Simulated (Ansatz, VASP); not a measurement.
## Cross-check of PIr2 between VASP and Ansatz

Wanted: the spread between two codes on one cell, functional and k mesh. The cell is taken from a series of runs on this material, whose earlier steps may have relaxed, scaled, displaced or heated it; both programs get it as it stands.

Method: plane waves, with VASP 6.6.1 beside it; relaxation of cell and atoms at PBEsol and zone-centre phonons at PBEsol, in Ansatz 0.2.0.

### Step 1. The structure

Symmetry: Fm-3m, No. 225, cubic system. Conventional cell: a = 5.532 Å, b = 5.532 Å, c = 5.532 Å, α = 90.00°, β = 90.00°, γ = 90.00°. Nearest to P lie 8 Ir at 2.40 Å. Ir has 4 P at 2.40 Å nearest. Farther neighbours are not listed.

### Step 2. Ansatz: relaxation of cell and atoms, PBEsol

Ansatz runs on its PAW soft_1 files.

The relaxed volume is the usual yardstick between codes: in a stiff, nearly cubic crystal its relative difference is about their pressure difference at one cell divided by the bulk modulus.

input.yaml

```yaml
crystal:
  lattice:
    - [0.0, 2.7661450081, 2.7661450081]
    - [2.7661450081, 0.0, 2.7661450081]
    - [2.7661450081, 2.7661450081, 0.0]
  atoms:
    - { symbol: P, position: [0.0, 0.0, 0.0] }
    - { symbol: Ir, position: [0.25, 0.25, 0.25] }
    - { symbol: Ir, position: [0.75, 0.75, 0.75] }
kpoints:
  mp_grid: { grid: [16, 16, 16] }
hamiltonian:
  xc: pbesol
  pseudopotentials: { kind: paw, azcp: { folder: soft_1 }, xc_functional: pbe }
scf:
  occupations: { method: methfessel_paxton, width: 0.2 }
output:
  forces: true
  stress: true
  eigenvalues: true
relax:
  adjacent_minimum: "off"
  f_tol: 0.001
  max_steps: 60
  cell: { stress_tol: 0.01 }
```

Launch:

```bash
$ ansatz run input.yaml --threads 4 --pin off --max-ram 10240MiB --backend cpu --events-out ev --progress --plain --runs-dir out
```

Numbers of over 12 decimals in the logs are rounded to 6 here.

Output:

```text
Engine: ansatz 0.2.0, aarch64-unknown-linux-gnu
Pseudopotentials: kind: paw
Pseudopotential: P, paw, valence charge 5, recommended cutoff 420 eV (normal), soft_1/P.paw.azcp
Pseudopotential: Ir, paw, valence charge 17, recommended cutoff 420 eV (normal), soft_1/Ir.paw.azcp
Functional definition: PBEsol
  exchange = pbesol_x
  correlation = pbesol_c
Crystal: 3 atoms, lattice volume = 42.331 Å³
Basis set: ecut = 420 eV, 869 PW (Γ), exchange–correlation on 54×54×54 points (8 copies of the dense FFT grid, shifted against one another)
Bands: 24, of which v1, the nominal top of the filled ones, is band 20 counted from 1 (19 counted from 0)
Symmetry: 48 space group operations
Space group: Fm-3m (ITA 225), of the structure as read, at distance tolerance 3.5e-5 Å
k-points: 145 of 4096
Non-local potential: P, projectors of the file, l = 0: 2, l = 1: 2, l = 2: 1
Non-local potential: Ir, projectors of the file, l = 0: 3, l = 1: 2, l = 2: 2, l = 3: 1
PAW form: soft (Blöchl's): semilocal exchange-correlation on the pseudo side does not see the compensation charge
PAW frozen core: P, regenerated for the run's functional, and the local potential with it (the file was generated under x = pbe(κ = 0.804, μ = 0.219515), c = pbe(β = 0.066725))
PAW frozen core: Ir, regenerated for the run's functional, and the local potential with it (the file was generated under x = pbe(κ = 0.804, μ = 0.219515), c = pbe(β = 0.066725))
PAW one-centre angular grid: P, 110 points (default); XC on 64 Gauss nodes
PAW one-centre angular grid: Ir, 590 points (default); XC on 64 Gauss nodes
Initial density: superposition of atomic densities (chi_scale 0.1, normalization cell, long waves kept (reshape's long-wave potential 0.00 eV rms))
Initial wavefunctions: pseudopotential atomic-orbital guess
Functional: x = pbesol(κ = 0.804, μ = 0.123457), c = pbesol(β = 0.046)
SCF iter   1: F=—  HF=-24342.436624 eV  |F-HF|=—  |Δ(HF+E_count)|=         —  Δρ=4.67e-2  dr2=4.37e-1  ethr=3.10e-3  ⟨swp⟩=5.1  Hψ=14840  notcnv=0
preconditioner: auto → Kerker (q_TF=auto, 2.691 Å⁻¹)  [metal: Δε(μ)=0.023 eV  Ē_g=8.677 eV  σ=0.200 eV  W_gap=0.10  n_scr=14 (ndim 8)  ℏωp=27.4 eV  f_vac=0.000  D(μ)=0.72/eV (n_scr^D=0)]
SCF iter   2: F=—  HF=-24342.321747 eV  |F-HF|=—  |Δ(HF+E_count)|=   1.15e-1  S|Δr|=    0.00e0  Δρ=2.77e-2  dr2=1.79e-1  ethr=1.12e-3  ⟨swp⟩=1.0  Hψ=4640  notcnv=0
SCF iter   3: F=—  HF=-24342.247597 eV  |F-HF|=—  |Δ(HF+E_count)|=   7.41e-2  S|Δr|=    0.00e0  Δρ=3.52e-3  dr2=7.39e-3  ethr=4.59e-4  ⟨swp⟩=2.0  Hψ=5350  notcnv=0
SCF iter   4: F=—  HF=-24342.245844 eV  |F-HF|=—  |Δ(HF+E_count)|=   1.75e-3  S|Δr|=    0.00e0  Δρ=1.24e-3  dr2=8.23e-4  ethr=1.89e-5  ⟨swp⟩=2.1  Hψ=4839  notcnv=0
SCF iter   5: F=—  HF=-24342.245786 eV  |F-HF|=—  |Δ(HF+E_count)|=   5.85e-5  S|Δr|=    0.00e0  Δρ=3.84e-4  dr2=8.86e-5  ethr=2.11e-6  ⟨swp⟩=2.3  Hψ=5498  notcnv=0
SCF iter   6: F=—  HF=-24342.245802 eV  |F-HF|=—  |Δ(HF+E_count)|=   1.68e-5  S|Δr|=    0.00e0  Δρ=7.69e-5  dr2=2.01e-6  ethr=2.27e-7  ⟨swp⟩=2.1  Hψ=4865  notcnv=0  defer=2
SCF iter   7: F=-24342.245803 eV  HF=-24342.245803 eV  |F-HF|=1.82e-8  |Δ(HF+E_count)|=   6.89e-7  S|Δr|=    0.00e0  Δρ=1.47e-5  dr2=9.57e-8  ethr=2.56e-10  ⟨swp⟩=5.7  Hψ=17792  notcnv=0
SCF 1 converged in 7 iterations: F = -24342.245803 eV  dr2 = 9.57e-8
  greatest PAW one-centre occupation: 1.000 electrons in one spin orbital (limit 2), on the Ir atom at site 2 (counted from 0), in its partial waves of l = 0
relax step   1: F+E_penalty+E_count = -24342.24580309 eV  Δ(F+E_penalty+E_count) = +0.000e0 eV  max|allowed force component| = 3.547e-17 eV/Å  Δτ_max = 0.0000 Å  P = +0.015 GPa  Ω = 42.331 Å³  (7 SCF iters, dr2 threshold 1.00e-7 eV, accepted)
[...]
relax step   2: F+E_penalty+E_count = -24342.24580219 eV  Δ(F+E_penalty+E_count) = +8.997e-7 eV  max|allowed force component| = 2.282e-16 eV/Å  Δτ_max = 0.0000 Å  P = -0.006 GPa  Ω = 42.333 Å³  energy of the carried Pulay correction = -1.011e-6 eV  (4 SCF iters, dr2 threshold 5.60e-10 eV, accepted)
[...]
relax step   3: F+E_penalty+E_count = -24342.24580219 eV  Δ(F+E_penalty+E_count) = -6.548e-11 eV  max|allowed force component| = 1.943e-16 eV/Å  Δτ_max = 0.0000 Å  P = -0.006 GPa  Ω = 42.333 Å³  stress off target by 6.43e-3 GPa  SCF on the basis re-selected at this cell (its energy is not comparable with the rows above)  (4 SCF iters)
basis re-selected at this cell: Δ(F+E_penalty+E_count) = -6.548e-11 eV, ΔP = -0.000 GPa vs the last step (what re-selecting the basis moved, of the pressure what is left beyond the Pulay correction that the steps carried, after the strain that the cell walked since its last selection, with what the two solves' SCF thresholds leave and, on support functions, any second-order correction that the steps lacked; it is no  [...]
SCF converged after 4 iterations
Stability not checked: this state was not tested for a lower state beside it, because cold or Methfessel-Paxton smearing, or corrected tetrahedra, fill the levels in a way that the test cannot read (fill_not_monotonic; see scf.lower_state_search)
Free energy (F): -24342.245802 eV
Harris-Foulkes:  -24342.245802 eV  (|F-HF|=7.28e-12)
Internal energy: -24342.248067 eV  (E = F + TS)
E sigma→0 (E₀):  -24342.246368 eV
Entropy (-TS):   0.002265 eV (0.755 meV/atom)
Fermi energy:    20.596414 eV
--- Per-component energies (eV) ---
  E_band       = -264.206757
  E_kinetic    = 1163.863460
  E_local      = -2934.286967  (includes V_loc(G=0)·N_el)
  E_nonlocal   = 416.782008
  E_hartree    = 1122.283291
  E_xc         = -534.732754
  E_vxc        = -579.772080  (∫ρ·V_xc dr)
  E_paw        = -18804.285972  (= ΣΔE_a)
  E_vpaw       = -575.360463  (= ΣTr[D̂ρ^β])
  E_aug_tail   = 0.000742  (compensation charges beyond the density's cutoff)
  E_ewald      = -4772.448668
  E_core_change = 0.576792  (= ΣΔE_core)
  E_smearing   = 0.002265  (= −TS)
  E_closure    = -0.000000  (closes the sum)
  Σ components = -24342.245802   (vs F -24342.245802, Δ=0.00e0)
--- Forces (eV/Å), atoms counted from 1 ---
  atom   1  P     -0.00000000     0.00000000     0.00000000
  atom   2  Ir    -0.00000000    -0.00000000    -0.00000000
  atom   3  Ir     0.00000000     0.00000000     0.00000000
  max |Σ_I F_I| component: 8.33e-17 eV/Å
--- Stress (GPa, compression-positive) ---
       -0.006431       0.000000      -0.000000
        0.000000      -0.006431       0.000000
        0.000000       0.000000      -0.006431
  P = ⅓ Tr σ = -0.0064 GPa (-0.064 kbar)
--- Band table (eV; the first three rows and the last of 145) ---
  k-point 0: bands = [... 16 lower, 20.0525, 20.9796, 22.2307, 22.2307, 25.0366, 25.0366, 25.0366, 25.5503]
  k-point 1: bands = [... 16 lower, 19.9840, 21.1101, 22.0060, 22.0060, 24.5885, 24.9643, 24.9643, 25.6394]
  k-point 2: bands = [... 16 lower, 19.7812, 21.4686, 21.4686, 21.4803, 23.5675, 24.9156, 24.9156, 25.8201]
  k-point 144: bands = [... 16 lower, 18.0342, 18.8136, 19.1965, 19.5843, 22.4323, 22.4323, 27.9468, 27.9468]
--- Relaxed structure (2 steps of the walk, 2 accepted, 1 SCFs on fresh bases) ---
  F+E_penalty+E_count = -24342.24580219 eV   max|allowed force component| = 1.943e-16 eV/Å   (the final SCF, on the basis selected at the relaxed cell)
  cell:  # Å, volume = 42.3335 Å³
    - [0, 2.766207, 2.766207]
    - [2.766207, 0, 2.766207]
    - [2.766207, 2.766207, 0]
  atoms:
    - { symbol: P, position: [0, 0, 0] }
    - { symbol: Ir, position: [0.25, 0.25, 0.25] }
    - { symbol: Ir, position: [0.750000, 0.750000, 0.750000] }
```

### Step 3. VASP: relaxation of cell and atoms, PBEsol

The same cell, functional, mesh and smearing now go to VASP, with its own data sets.

Lines of VASP's logs that name or quote its potential files are left out, and so is its time.

INCAR

```
SYSTEM = PIr2
PREC = Accurate
ENCUT = 500
EDIFF = 1E-07
NELM = 120
ISMEAR = 1
SIGMA = 0.2
LREAL = .FALSE.
ALGO = Normal
GGA = PS
NBANDS = 17
LASPH = .TRUE.
LORBIT = 11
LWAVE = .FALSE.
LCHARG = .FALSE.
ISIF = 3
IBRION = 2
NSW = 80
EDIFFG = -0.005
GGA_COMPAT = .FALSE.
NELMIN = 4
KPAR = 2
```

POSCAR

```
PIr2
1.0
    0.0000000000      2.7661450000      2.7661450000
    2.7661450000      0.0000000000      2.7661450000
    2.7661450000      2.7661450000      0.0000000000
P Ir
1 2
Direct
    0.0000000000      0.0000000000      0.0000000000
    0.2500000904      0.2500000904      0.2500000904
    0.7500000904      0.7500000904      0.7500000904
```

KPOINTS

```
Automatic mesh
0
Gamma
16 16 16
0 0 0
```

Potentials, in the order of the species: P and Ir (PBE family, release 64).

Launch:

```bash
$ mpirun -np 2 vasp_std
```

Output:

```text
[banner, memory and clock lines left out]
running    2 mpi-ranks, on    1 nodes
 distrk:  each k-point on    1 cores,    2 groups
 distr:  one band on    1 cores,    1 groups

 POSCAR found type information on POSCAR P Ir
 POSCAR found :  2 types and       3 ions
|                                                                             |
|               ----> ADVICE to this user running VASP <----                  |
|                                                                             |
|     You enforced a specific xc type in the INCAR file but a different       |
|     [... a line on the potential file left out ...]
|     I HOPE YOU KNOW WHAT YOU ARE DOING!                                     |
|                                                                             |

 LDA part: xc-table for (Slater+PW92), standard interpolation
 POSCAR, INCAR and KPOINTS ok, starting setup
 FFT: planning ... GRIDC
 FFT: planning ... GRID_SOFT
 FFT: planning ... GRID
 WAVECAR not read
 entering main loop
       N       E                     dE             d eps       ncg     rms          rms(c)
DAV:   1     0.182667289789E+03    0.18267E+03   -0.10101E+04  4930   0.122E+03
DAV:   2    -0.177062604266E+02   -0.20037E+03   -0.19100E+03  4936   0.350E+02
DAV:   3    -0.276655883500E+02   -0.99593E+01   -0.97387E+01  6556   0.806E+01
DAV:   4    -0.278623512645E+02   -0.19676E+00   -0.19614E+00  5987   0.114E+01
DAV:   5    -0.278667216971E+02   -0.43704E-02   -0.43670E-02  6962   0.159E+00    0.251E+01
DAV:   6    -0.268348839072E+02    0.10318E+01   -0.31305E+00  7140   0.197E+01    0.952E+00
DAV:   7    -0.267415765786E+02    0.93307E-01   -0.98796E-02  5627   0.255E+00    0.483E+00
DAV:   8    -0.267132708210E+02    0.28306E-01   -0.37746E-02  5818   0.111E+00    0.688E-01
DAV:   9    -0.267127008972E+02    0.56992E-03   -0.32888E-03  5928   0.427E-01    0.390E-01
DAV:  10    -0.267125667271E+02    0.13417E-03   -0.45696E-04  6681   0.240E-01    0.519E-02
DAV:  11    -0.267125511549E+02    0.15572E-04   -0.34512E-05  6235   0.547E-02    0.326E-02
DAV:  12    -0.267125505658E+02    0.58908E-06   -0.38715E-06  6360   0.114E-02    0.353E-03
DAV:  13    -0.267125505018E+02    0.63997E-07   -0.26151E-07  6153   0.380E-03
   1 F= -.26712551E+02 E0= -.26713312E+02  d E =-.267126E+02
 curvature:   0.00 expect dE= 0.000E+00 dE for cont linesearch  0.000E+00
 trial: gam= 0.00000 g(F)=  0.638E-41 g(S)=  0.556E-02 ort = 0.000E+00 (trialstep = 0.100E+01)
 search vector abs. value=  0.556E-02
 bond charge predicted
       N       E                     dE             d eps       ncg     rms          rms(c)
DAV:   1    -0.267421426811E+02   -0.29592E-01   -0.10343E+00  5074   0.129E+01    0.184E+00
DAV:   2    -0.267097186718E+02    0.32424E-01   -0.98361E-02  5551   0.378E+00    0.456E-01
DAV:   3    -0.267076262052E+02    0.20925E-02   -0.42435E-03  5702   0.505E-01    0.249E-01
DAV:   4    -0.267072368048E+02    0.38940E-03   -0.15962E-03  5270   0.218E-01    0.685E-02
DAV:   5    -0.267072324000E+02    0.44049E-05   -0.16589E-04  6366   0.122E-01    0.413E-02
DAV:   6    -0.267072326325E+02   -0.23251E-06   -0.46949E-05  6699   0.743E-02    0.160E-02
DAV:   7    -0.267072304067E+02    0.22258E-05   -0.90019E-06  6949   0.354E-02    0.372E-03
DAV:   8    -0.267072304056E+02    0.10737E-08   -0.66370E-07  5496   0.589E-03
   2 F= -.26707230E+02 E0= -.26708057E+02  d E =0.532010E-02
 trial-energy change:    0.005320  1 .order    0.005237   -0.005562    0.016037
 step:   0.2532(harm=  0.2575)  dis= 0.00000  next Energy=   -26.713253 (dE=-0.703E-03)
 bond charge predicted
       N       E                     dE             d eps       ncg     rms          rms(c)
DAV:   1    -0.267326067763E+02   -0.25376E-01   -0.57759E-01  5065   0.966E+00    0.147E+00
DAV:   2    -0.267145974684E+02    0.18009E-01   -0.53086E-02  5501   0.277E+00    0.303E-01
DAV:   3    -0.267134355976E+02    0.11619E-02   -0.23906E-03  5922   0.385E-01    0.158E-01
DAV:   4    -0.267132349455E+02    0.20065E-03   -0.82533E-04  5195   0.156E-01    0.468E-02
DAV:   5    -0.267132367493E+02   -0.18038E-05   -0.81166E-05  6321   0.895E-02    0.314E-02
DAV:   6    -0.267132418672E+02   -0.51179E-05   -0.21818E-05  6528   0.492E-02    0.109E-02
DAV:   7    -0.267132417792E+02    0.88047E-07   -0.33547E-06  7029   0.217E-02    0.378E-03
DAV:   8    -0.267132420090E+02   -0.22988E-06   -0.35927E-07  5320   0.368E-03    0.155E-03
DAV:   9    -0.267132419475E+02    0.61578E-07   -0.19540E-07  4077   0.435E-03
   3 F= -.26713242E+02 E0= -.26714020E+02  d E =-.691446E-03
 curvature:  -0.13 expect dE=-0.604E-08 dE for cont linesearch -0.604E-08
 trial: gam= 0.00000 g(F)=  0.165E-40 g(S)=  0.469E-07 ort =-0.162E-04 (trialstep = 0.851E+00)
 search vector abs. value=  0.470E-07
 reached required accuracy - stopping structural energy minimisation
```

OUTCAR, selected parts (step 3):

```text
ion  position               nearest neighbor table
   1  0.000  0.000  0.000-   3 2.40   2 2.40   2 2.40   2 2.40   3 2.40   3 2.40   3 2.40   2 2.40

  LATTYP: Found a face centered cubic cell.
 ALAT       =     5.5322900000

 Subroutine GETGRP returns: Found 48 space group operations
 (whereof 48 operations were pure point group operations)

The static configuration has the point symmetry O_h .

 Found    145 irreducible k-points:

   k-points           NKPTS =    145   k-points in BZ     NKDIM =    145   number of bands    NBANDS=     17

   dimension x,y,z NGX =    30 NGY =   30 NGZ =   30
   dimension x,y,z NGXF=    60 NGYF=   60 NGZF=   60

   ENCUT  =  500.0 eV  36.75 Ry    6.06 a.u.   7.13  7.13  7.13*2*pi/ulx,y,z

   NELECT =      23.0000    total number of electrons

 k-points in reciprocal lattice and weights: Automatic mesh
   0.00000000  0.00000000  0.00000000       0.000
   0.06250000  0.00000000  0.00000000       0.002
   0.12500000  0.00000000  0.00000000       0.002
   0.18750000  0.00000000  0.00000000       0.002
   0.25000000  0.00000000  0.00000000       0.002
   0.31250000  0.00000000  0.00000000       0.002
   0.37500000  0.00000000  0.00000000       0.002
   0.43750000  0.00000000  0.00000000       0.002
   0.50000000  0.00000000  0.00000000       0.001
[...]
-0.31250000  0.50000000  0.18750000       0.003
  -0.25000000  0.50000000  0.25000000       0.001

 average (electrostatic) potential at core
       1 -80.1576       2 -48.4314       3 -48.4314

 E-fermi :   9.7860

 k-point     1 :       0.0000    0.0000    0.0000
  band No.  band energies     occupation
    ...
      5       3.8378      2.00000
      6       3.8378      2.00000
      7       9.2488      2.00097
      8       9.2488      2.00097
      9       9.2488      2.00097
     10      10.2074     -0.01113
     11      11.4048     -0.00000
     12      11.4049     -0.00000
     13      14.2201      0.00000
     14      14.2201      0.00000
    ...

 k-point     2 :       0.0625    0.0000    0.0000
  band No.  band energies     occupation
    ...
      5       3.8817      2.00000
      6       3.8817      2.00000
      7       9.1382      2.00005
      8       9.1809      2.00016
      9       9.1809      2.00016
     10      10.3369     -0.00069
     11      11.1838     -0.00000
     12      11.1838     -0.00000
     13      13.7689     -0.00000
     14      14.1449      0.00000
    ...

 k-point     3 :       0.1250    0.0000    0.0000
  band No.  band energies     occupation
    ...
      5       4.0131      2.00000
      6       4.0131      2.00000
      7       8.8339      2.00000
      8       8.9799      2.00000
      9       8.9799      2.00000
     10      10.6530     -0.00000
     11      10.6530     -0.00000
     12      10.7032     -0.00000
     13      12.7489     -0.00000
     14      14.0906      0.00000
    ...

  Total       -0.0009862     -0.0009862     -0.0009862     -0.0000000      0.0000000      0.0000000
  in kB       -0.0371715     -0.0371715     -0.0371715     -0.0000000      0.0000000      0.0000000
  external PRESSURE =      -0.0371715 kB  Pullay stress =       0.0000000 kB

  energy-cutoff  :      500.00
  volume of cell :       42.51
      direct lattice vectors                 reciprocal lattice vectors
     0.000000000  2.769968902  2.769968902    -0.180507442  0.180507442  0.180507442
     2.769968902 -0.000000000  2.769968902     0.180507442 -0.180507442  0.180507442
     2.769968902  2.769968902  0.000000000     0.180507442  0.180507442 -0.180507442

 POSITION                                       TOTAL-FORCE (eV/Angst)
 -----------------------------------------------------------------------------------
      0.00000     -0.00000      0.00000         0.000000     -0.000000      0.000000
      1.38498      1.38498      1.38498        -0.000000     -0.000000     -0.000000
      4.15495      4.15495      4.15495         0.000000      0.000000      0.000000
 -----------------------------------------------------------------------------------
    total drift:                               -0.000101     -0.000101     -0.000101

  FREE ENERGIE OF THE ION-ELECTRON SYSTEM (eV)
  ---------------------------------------------------
  free  energy   TOTEN  =       -26.7132419475 eV

  energy  without entropy=      -26.7155757907  energy(sigma->0) =      -26.71401990

 reached required accuracy - stopping structural energy minimisation

 total charge
# of ion       s       p       d       tot
------------------------------------------
    1        0.947   1.391   0.000   2.338
    2        0.630   0.700   7.274   8.604
    3        0.630   0.700   7.274   8.604
--------------------------------------------------
tot          2.207   2.791  14.548  19.546

[... 3 further parts left out ...]
```

### Step 4. Comparison

Known differences besides the potentials themselves: the data sets hold 39 valence electrons in Ansatz (on its PAW soft_1 files) and 23 in VASP; the cutoff is 420 eV in Ansatz and 500 eV in VASP; Ansatz makes its cores anew for this functional, VASP keeps those of its PBE data sets; Ansatz adds a Pulay correction to the stress that steers its cell, VASP none. Total energies have different zeros and are not compared.

The two programs side by side:

```
                                         quantity  Ansatz   VASP  difference
                                      volume (Å³)   42.33  42.51     -0.41 %
edge a after relaxation, in the typed setting (Å)   3.912  3.917     -0.14 %
```

[end of part 1 of 2]

[Lines on the potential files, build, host, timing and source positions are cut from VASP's logs without a mark.]

[Logs are printed without paths, hosts, clocks, repeated set-up lines and the standing remarks that a program may print on its own settings, such as how far it seeks lower states.]

[Hosts, paths, dates, database ids (printed as entryN), source tags and the programs' standing remarks are cut or masked in the printed files.]
